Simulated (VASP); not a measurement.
Crystal: SnGeTe3.

```xyz
5
Lattice="5.9885 0.0000 0.0000 -2.9942 5.1862 0.0000 0.0000 0.0000 4.7849" Properties=species:S:1:pos:R:3 pbc="T T T"
Sn    0.0000    0.0000    2.3924
Ge    0.0000    0.0000    0.0000
Te    2.9942    0.0000    2.3924
Te   -1.4971    2.5931    2.3924
Te    1.4971    2.5931    2.3924
```

The cell was built by a generator and needn't be a form met in nature.

| Quantity | Value |
| --- | --- |
| Program | VASP 6.6.1 |
| Task | relaxation of cell and atoms |
| Functional | PBE |
| Potentials or basis | VASP PAW PBE potentials, release 64 (Sn_d, Ge_d, Te) |
| Cutoff | 520 eV |
| k mesh | 3 × 3 × 3 |
| Occupations | gaussian, width 0.15 eV |
| Spin | no spin polarisation |

At the start: pressure 14.4 GPa; volume 29.72 Å³/atom.

Task: Where does the relaxation end?

Result: Over 6 steps the energy falls by 284.6 meV/atom and the volume is 37.80 Å³/atom (+27.2 %); space group P6/mmm (No. 191, to 0.05 Å).

Step by step:
```tsv
step	energy change (eV)	largest force (eV/Å)	pressure (GPa)	volume (Å³)
1	0.0000	0.0000	14.36	148.60
2	-0.9812	0.0000	-3.63	213.40
3	-1.3810	0.0000	0.36	185.11
4	-1.3811	0.0000	-0.21	185.89
5	-1.4211	0.0000	-0.04	188.49
6	-1.4228	0.0000	-0.01	188.99
```

Final structure:
```
Sn Ge Te
1.0
     6.48867    0.00000    0.00000
    -3.24434    5.61936    0.00000
     0.00000    0.00000    5.18307
Sn Ge Te
1 1 3
Direct
  0.00000 0.00000 0.50000
  0.00000 0.00000 0.00000
  0.50000 0.00000 0.50000
  0.00000 0.50000 0.50000
  0.50000 0.50000 0.50000
```

Caveat: the k mesh is coarse (spacing up to 0.44 Å⁻¹), so the values aren't converged; the volume moved by over 15 % at a fixed basis, so the end points are rough; the relaxation stopped at a loose force limit of 0.08 eV/Å, so its end isn't a converged minimum.
